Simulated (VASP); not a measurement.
Here is the system:

```xyz
63
Lattice="13.2499 0.0000 0.0000 0.0000 13.2499 0.0000 0.0000 0.0000 13.2499" Properties=species:S:1:pos:R:3 pbc="T T T"
Cd     6.6120     0.0188     0.0255
Cd     9.9300     3.3177    13.2209
Cd     9.9260    13.2185     3.3192
Cd    13.2487    13.2486     0.0006
Cd     3.3200     3.3251     0.0217
Cd     6.6278     6.6118    13.2319
Cd     9.9218     9.9299     0.0191
Cd     3.3212     0.0216     3.3315
Cd     6.6635     3.3194     3.3206
Cd     9.9393     6.6028     3.3013
Cd     6.6278    13.2319     6.6174
Cd     9.9571     3.2948     6.6160
Cd     9.9232     0.0202     9.9307
Cd    13.2302     6.6352     0.0231
Cd     3.3067     9.9427     0.0068
Cd     0.0316     3.3223     3.3198
Cd     3.3168     6.6719     3.3414
Cd     6.5790     9.9304     3.3424
Cd    13.2252     0.0177     6.6358
Cd     3.3151     3.3388     6.6755
Cd     9.9081     9.9326     6.6721
Cd     3.3075     0.0060     9.9425
Cd     6.5755     3.3425     9.9334
Cd     9.9077     6.6757     9.9373
Cd    13.2288     9.9285     3.3263
Cd     0.0188     6.6193     6.6148
Cd     3.3167     9.9349     6.6195
Cd    13.2322     3.3283     9.9315
Cd     3.3134     6.6221     9.9356
Cd     6.6319     9.9322     9.9353
Cd    13.2446     9.9415     9.9423
Te     8.3126     1.6683     1.6687
Te    11.5810     4.9344     1.6682
Te    11.5819     1.6670     4.9331
Te     1.6581     1.6575     1.6589
Te     4.9919     4.9880     1.6952
Te     8.2550     8.2564     1.6889
Te    11.5904    11.5901     1.6583
Te     4.9938     1.6967     4.9925
Te    11.5543     8.2556     4.9894
Te     8.2552     1.6921     8.2578
Te    11.5583     4.9959     8.2587
Te    11.5922     1.6585    11.5902
Te     1.6446     8.2837     1.6689
Te     4.9644    11.6047     1.6709
Te     1.6737     4.9693     4.9726
Te     4.9997     8.2467     5.0143
Te     8.2769    11.5769     4.9725
Te     1.6415     1.6658     8.2846
Te     4.9981     5.0155     8.2505
Te     8.2365     8.2482     8.2489
Te    11.5804    11.6042     8.2845
Te     4.9661     1.6666    11.6057
Te     8.2793     4.9685    11.5760
Te    11.5847     8.2841    11.6079
Te     1.6405    11.6076     4.9803
Te     1.6530     8.2836     8.2818
Te     4.9673    11.5958     8.2850
Te     1.6420     4.9794    11.6100
Te     4.9661     8.2823    11.5977
Te     8.2693    11.6089    11.6088
Te     1.6537    11.5957    11.5961
In     7.0127     6.2351     6.2359
```
Cell charge -1.

All values below come from PBE GGA, VASP's PBE PAW potentials (set 64) (plane waves; VASP). Settings: PREC = Normal, LREAL = Auto, ISYM = 0, NELECT = 562.0, 400 eV cut-off, 1×1×1 Γ-centred mesh, Gaussian smearing of 0.050 eV, potentials Cd Te In. Starting moments (MAGMOM): 63*0.0317. The cell's moment is fixed (NUPDOWN = 2).

The cell is charged, with a uniform compensating background.  The supercell is sampled at Γ alone, which is coarse: total energies, pressure and levels can be off, energies of defects by several tenths of an eV.

What does the run give for the cell moment, energy per atom (σ→0)?

```yaml
cell_moment: 2.00 μB
energy per atom (σ→0): -2.309 eV/atom
```

Give the moment on each site (PAW-sphere projection).

| site | moment (μB) |
|---|---|
| Cd1 | 0.01 |
| Cd2 | 0.02 |
| Cd3 | 0.02 |
| Cd4 | 0.01 |
| Cd5 | 0.01 |
| Cd6 | 0.01 |
| Cd7 | 0.01 |
| Cd8 | 0.01 |
| Cd9 | 0.04 |
| Cd10 | 0.04 |
| Cd11 | 0.01 |
| Cd12 | 0.04 |
| Cd13 | 0.01 |
| Cd14 | 0.01 |
| Cd15 | 0.01 |
| Cd16 | 0.02 |
| Cd17 | 0.02 |
| Cd18 | 0.02 |
| Cd19 | 0.01 |
| Cd20 | 0.02 |
| Cd21 | 0.02 |
| Cd22 | 0.01 |
| Cd23 | 0.02 |
| Cd24 | 0.02 |
| Cd25 | 0.01 |
| Cd26 | 0.01 |
| Cd27 | 0.01 |
| Cd28 | 0.01 |
| Cd29 | 0.01 |
| Cd30 | 0.01 |
| Cd31 | 0.01 |
| Te32 | 0.02 |
| Te33 | 0.02 |
| Te34 | 0.02 |
| Te35 | 0.01 |
| Te36 | 0.01 |
| Te37 | 0.01 |
| Te38 | 0.01 |
| Te39 | 0.01 |
| Te40 | 0.01 |
| Te41 | 0.01 |
| Te42 | 0.01 |
| Te43 | 0.01 |
| Te44 | 0.01 |
| Te45 | 0.01 |
| Te46 | 0.01 |
| Te47 | 0.04 |
| Te48 | 0.01 |
| Te49 | 0.01 |
| Te50 | 0.04 |
| Te51 | 0.04 |
| Te52 | 0.01 |
| Te53 | 0.01 |
| Te54 | 0.01 |
| Te55 | 0.01 |
| Te56 | 0.01 |
| Te57 | 0.01 |
| Te58 | 0.01 |
| Te59 | 0.01 |
| Te60 | 0.01 |
| Te61 | 0.01 |
| Te62 | 0.01 |
| In63 | 0.15 |

Total energies compare only between runs with the same potentials, cut-off and functional.

The cell is a supercell with a defect, built from CdTe (zinc blende): In_Cd-vac_Te, charge -1.
